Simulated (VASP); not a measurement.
BaTiO3:

```xyz
5
Lattice="4.0060 0.0000 0.0000 0.0000 4.0060 0.0000 0.0000 0.0000 4.0060" Properties=species:S:1:pos:R:3 pbc="T T T"
Ba    2.0030    2.0030    2.0030
Ti    0.0000    0.0000    0.0000
O     2.0030    0.0000    0.0000
O     0.0000    2.0030    0.0000
O     0.0000    0.0000    2.0030
```

The cell was built by a generator and needn't be a form met in nature.

```yaml
Program: VASP 6.6.1
Task: relaxation of cell and atoms
Functional: PBEsol
Potentials_or_basis: VASP PAW PBE potentials, release 64 (Ba_sv, Ti_sv, O)
Cutoff: 600 eV
k_mesh: 8 × 8 × 8
Occupations: gaussian, width 0.03 eV
Spin: no spin polarisation
```

At the start: pressure -2.9 GPa; volume 12.86 Å³/atom.

Q: Where does the relaxation end?

A: Over 3 steps the energy falls by 2.1 meV/atom and the volume is 12.64 Å³/atom (-1.7 %); space group Pm-3m (No. 221, to 0.05 Å).

Step by step:
```csv
step,energy change (eV),largest force (eV/Å),pressure (GPa),volume (Å³)
1,0.0000,0.0000,-2.93,64.29
2,0.0001,0.0000,3.16,62.12
3,-0.0103,0.0000,0.00,63.19
```

Final structure:
```xyz
5
Lattice="3.9831 0.0000 0.0000 0.0000 3.9831 0.0000 0.0000 0.0000 3.9831" Properties=species:S:1:pos:R:3 pbc="T T T"
Ba    1.9915    1.9915    1.9915
Ti    0.0000    0.0000    0.0000
O     1.9915    0.0000    0.0000
O     0.0000    1.9915    0.0000
O     0.0000    0.0000    1.9915
```

Caveat: the PAW data sets were made with another functional, which shifts forces and pressure a little.
